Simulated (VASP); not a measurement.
CdF under changes of volume

One of the cells (16.694 Å³/atom); the others are scaled copies at fixed shape and fractional positions:

```
Cd F
1.0
     1.60989    0.92948    3.71879
    -1.60989    0.92948    3.71879
     0.00000   -1.85894    3.71879
Cd F
1 1
Direct
  0.50000 0.50000 0.50000
  0.00000 0.00000 0.00000
```

The cell was built by a generator and needn't be a form met in nature.

- Program: VASP 6.6.1
- Functional: PBE
- Potentials or basis: VASP PAW PBE potentials, release 64 (Cd, F)
- Cutoff: 520 eV
- k mesh: 10 × 10 × 10
- Occupations: fermi-dirac, width 0.05 eV
- Spin: no spin polarisation

| volume (Å³/atom) | energy over the lowest point (meV/atom) | pressure (GPa) |
| --- | --- | --- |
| 15.384 | 14.80 | 4.8 |
| 15.712 | 6.41 | 3.0 |
| 16.039 | 1.41 | 1.5 |
| 16.694 | 0.00 | -1.1 |
| 17.021 | 2.98 | -2.2 |
| 17.348 | ? | ? |

What does the run at 17.348 Å³/atom give?

Energy over the lowest point 8.05 meV/atom; pressure -3.1 GPa.

Worked out: A Birch-Murnaghan fit of order 3 (a polynomial in V^(-2/3)) to the other rows has its minimum at 16.45 Å³/atom with B0 = V·E''(V) = 63 GPa and B' = 4.9 at fixed shape and positions, which overstates the stiffness. It gives 8.05 meV/atom at 17.348 Å³/atom, against the run's 8.05, and -dE/dV = -3.0 GPa, against -3.1.

Energies are extrapolated to zero smearing.

Caveats: an odd number of electrons without spin polarisation forces a metal; a magnetic or distorted state may lie lower.
